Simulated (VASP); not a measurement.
Input:

```yaml
crystal:
  lattice:
    - [5.31035, 0.00000, 0.00000]
    - [0.00000, 5.31035, 0.00000]
    - [0.00000, 0.00000, 5.48869]
  atoms:
    - { symbol: Cs, position: [0.00000, 0.00000, 0.00000] }
    - { symbol: Hg, position: [0.50000, 0.50000, 0.50000] }
    - { symbol: Br, position: [0.50000, 0.50000, 0.00000] }
    - { symbol: Cl, position: [0.50000, 0.00000, 0.50000] }
    - { symbol: Cl, position: [0.00000, 0.50000, 0.50000] }
```

Method: PBEsol GGA, VASP's PBE PAW potentials (set 64) (plane waves; VASP). Settings: 400 eV cut-off, 7×7×6 Γ-centred mesh, tetrahedra with Blöchl corrections, potentials Cs_sv Hg Br Cl.

Unless said otherwise, spin-orbit coupling is left out, though it shifts the bands of the heavy elements here.

Problem. Estimate the energy per atom (σ→0), band gap (on the k-mesh) with the smallest direct gap where there is one.

Solution. 
```json
{
 "band gap (on the k-mesh)": "none (metal, semimetal or under 0.01 eV)",
 "energy per atom (σ→0)": "-249.9 kJ/mol of atoms"
}
```

Only differences to runs with the same potentials and settings are physical.

The structure comes from a computed database's CsHgBrCl2 entry (P4/mmm); how it stands against other phases isn't given here. It was relaxed first, which changed the volume by -7 %.
